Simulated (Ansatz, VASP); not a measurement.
# One calculation of ScIn3As2, two programs

INCAR

```
SYSTEM = ScIn3As2
PREC = Accurate ; ENCUT = 520
EDIFF = 1E-6 ; ISMEAR = 0
SIGMA = 0.1 ; LREAL = .FALSE.
LASPH = .TRUE. ; NELM = 100
ALGO = Normal ; ISIF = 2
LWAVE = .FALSE. ; LCHARG = .TRUE.
GGA = PE ; LELF = .TRUE.
LVHAR = .TRUE. ; NBANDS = 39
```

KPOINTS

```
regular mesh
0
G
  3 3 4
  0 0 0
```

POSCAR

```
ScIn3As2
1.0
    6.0578528100      0.0000000000      0.0000000000
   -3.0289264100      5.2462544300      0.0000000000
    0.0000000000      0.0000000000      4.7432421400
Sc In As
1 3 2
Direct
    0.0000000000      0.0000000000      0.5000000000
    0.5000000000      0.0000000000      0.0000000000
    0.0000000000      0.5000000000      0.0000000000
    0.5000000000      0.5000000000      0.0000000000
    0.3333333300      0.6666666700      0.5000000000
    0.6666666700      0.3333333300      0.5000000000
```

Input for Ansatz:

```yaml
crystal:
  lattice:
    - [6.05785281, 0.0, 0.0]
    - [-3.02892641, 5.24625443, 0.0]
    - [0.0, 0.0, 4.74324214]
  atoms:
    - { symbol: Sc, position: [0.0, 0.0, 0.5] }
    - { symbol: In, position: [0.5, 0.0, 0.0] }
    - { symbol: In, position: [0.0, 0.5, 0.0] }
    - { symbol: In, position: [0.5, 0.5, 0.0] }
    - { symbol: As, position: [0.33333333, 0.66666667, 0.5] }
    - { symbol: As, position: [0.66666667, 0.33333333, 0.5] }
basis:
  ecutwfc: 420
kpoints:
  mp_grid: { grid: [3, 3, 4] }
hamiltonian:
  xc: pbe
scf:
  occupations: { method: gaussian, width: 0.1 }
  lower_state_search: "off"
output:
  forces: true
  stress: true
  eigenvalues: true
```

Alike in both runs: task single point; functional PBE; k mesh 3 × 3 × 4; occupations gaussian, width 0.1 eV; no spin polarisation.

|  | VASP | Ansatz |
| --- | --- | --- |
| version | VASP 6.6.1 | Ansatz 0.2.0 |
| potentials or method | VASP PAW PBE potentials, release 64 (Sc_sv, In_d, As) | scalar-relativistic, plane waves, PAW |
| plane-wave cutoff (eV) | 520 | 420 |
| valence electrons in the cell | 60 | 80 |

```tsv
	VASP	Ansatz	Ansatz less VASP
gap on the k mesh at the Fermi level (eV)	none	none	-
pressure (GPa)	0.4	0.3	-0.04
largest component of the traceless stress (GPa)	3.10	3.08	-0.021
```

A gap of «none» marks a metal or a gap that the smearing closes. The two sets of potentials don't hold the same shells in valence.

Caveats: the k mesh is coarse (spacing up to 0.40 Å⁻¹), so the values aren't converged.
